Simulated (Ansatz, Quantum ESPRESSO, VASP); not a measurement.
# One structure in several programs: IrRh3 (I4/mmm, 4 atoms in the cell)

Self-consistent single point.

```
CELL_PARAMETERS angstrom
     -1.90678     1.90678     3.81948
      1.90678    -1.90678     3.81948
      1.90678     1.90678    -3.81948
ATOMIC_POSITIONS crystal
  Ir 0.00000 0.00000 0.00000
  Rh 0.75000 0.25000 0.50000
  Rh 0.25000 0.75000 0.50000
  Rh 0.50000 0.50000 0.00000
```

Shared settings, as Ansatz (a program for electronic structure) writes them: kpoints.mp_grid.grid = 10 10 10; scf.occupations.method = gaussian; scf.occupations.width = 0.136 eV. Potentials and cutoffs stand in the table.

| code | model | pressure (GPa) | cutoff |
|---|---|---|---|
| VASP | PBEsol, VASP's PBE PAW potentials (set 64) | -6.27 | 300 eV |
| Ansatz | PBEsol, PAW files made with PBE | -5.91 | default |
| Quantum ESPRESSO | PBEsol, SSSP 1.1.2 efficiency (PBE) pseudopotentials | -6.65 | 60 Ry |

On Ansatz's run: spin-orbit coupling is off. Spin polarisation is off.

The spread over the programs that give each value: pressure within 0.74 GPa.

Ansatz's pressure is given at a fixed set of plane waves, as the other plane-wave codes print theirs; with its correction for the finite basis it is -5.81 GPa.

VASP's run is marked for a possible Pulay error in its stress at this cutoff; no cutoff test was made.

The starting cell comes from a database of computed structures (which also holds hypothetical and non-ambient phases and stackings), without a prior relaxation at this level.

Left out of this page: GPAW, Elk, FLEUR and SIESTA (not drawn, or without a comparable value).

Keys are those of Ansatz 0.2.
